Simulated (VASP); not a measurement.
An input for Quantum ESPRESSO's pw.x (written as the equivalent of a VASP run, and not itself run):

```
&CONTROL
  calculation = 'vc-relax'
  pseudo_dir = './pseudo'
  outdir = './out'
  tprnfor = .true.
  tstress = .true.
  nstep = 60
  forc_conv_thr = 0.00039
/
&SYSTEM
  ibrav = 0
  nat = 2
  ntyp = 1
  ecutwfc = 74
  occupations = 'smearing'
  smearing = 'methfessel-paxton'
  degauss = 0.00735
  input_dft = 'pbe'
  vdw_corr = 'grimme-d3'
  dftd3_version = 3
  dftd3_threebody = .false.
/
&ELECTRONS
  conv_thr = 7.3e-08
  electron_maxstep = 100
/
&IONS
/
&CELL
/
ATOMIC_SPECIES
  Os 190.230 Os.upf
CELL_PARAMETERS angstrom
     1.3650000   -2.3642490    0.0000000
     1.3650000    2.3642490    0.0000000
     0.0000000    0.0000000    4.3200000
ATOMIC_POSITIONS crystal
  Os   0.3333330  0.6666670  0.2500000
  Os   0.6666670  0.3333330  0.7500000
K_POINTS automatic
  14 14 8 0 0 0
```

**Question.** Write the VASP files for the same calculation (PBE-D3 (zero damping)).

**Answer.** One answer among several that fit: 
File KPOINTS:
```
Regular mesh
0
Gamma
 14 14 8
0 0 0
```

POSCAR:
```
Os
1
    1.3650000000    -2.3642490000     0.0000000000
    1.3650000000     2.3642490000     0.0000000000
    0.0000000000     0.0000000000     4.3200000000
Os
2
Direct
  0.3333330000   0.6666670000   0.2500000000
  0.6666670000   0.3333330000   0.7500000000
```

INCAR:
```
ALGO=Normal
EDIFF=1E-6
EDIFFG=-0.01
ENCUT=520
GGA=PE
IBRION=2
ISIF=3
ISMEAR=1
IVDW=11
LASPH=T
LCHARG=F
LMAXMIX=6
LREAL=F
LWAVE=F
NELM=100
NSW=60
PREC=Accurate
SIGMA=0.1
SYSTEM=Os
```

POTCAR, in this order: Os (PBE.64 set). Program: vasp_std.

What does not carry over: the potentials are each code's own (VASP's PAW set, PseudoDojo norm-conserving files in pw.x), so ENCUT and ecutwfc are chosen apart and not converted; conv_thr bounds pw.x's estimated SCF error, while EDIFF bounds the energy change between steps; forc_conv_thr acts on force components and is met together with etot_conv_thr.

The compound is Os in the hcp structure. This run relaxes it. Symmetry was kept, so distortions that lower it aren't found.
